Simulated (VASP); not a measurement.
PtF2:

```xyz
3
Lattice="0.0000 2.5526 2.5526 2.5526 0.0000 2.5526 2.5526 2.5526 0.0000" Properties=species:S:1:pos:R:3 pbc="T T T"
Pt    0.0000    0.0000    0.0000
F     1.2763    1.2763    1.2763
F     3.8288    3.8288    3.8288
```

The cell comes from a database or a generator and needn't be the stable form of this composition.

Base run:

* Program: VASP 6.6.1
* Functional: PBE
* Potentials or basis: VASP PAW PBE potentials, release 64 (Pt, F)
* Cutoff: 520 eV
* k mesh: 6 × 6 × 6
* Occupations: gaussian, width 0.05 eV
* Spin: collinear spin, ferromagnetic start
* Starting moments: [0.5, 0.0, 0.0] μB
* Fixed moment: 1 μB
* Hubbard terms: Pt d U = 3 eV

Its results: pressure 32.0 GPa; site moments Pt +0.80; F +0.10 μB.

The run is repeated on the same cell with these changes: hubbard terms from Pt d U = 3 eV to none; further incar settings from ALGO = Normal; EDIFF = 1e-07; NBANDS = 23 to ALGO = Normal; EDIFF = 1e-07. What comes out?

Pressure 36.0 GPa; site moments Pt +0.75; F +0.11 μB.

Caveats: a pressure of tens of GPa on the cell as given is suspect, and the run, the potentials or the cell itself is likely at fault; the total moment is fixed, so each spin has its own Fermi level.
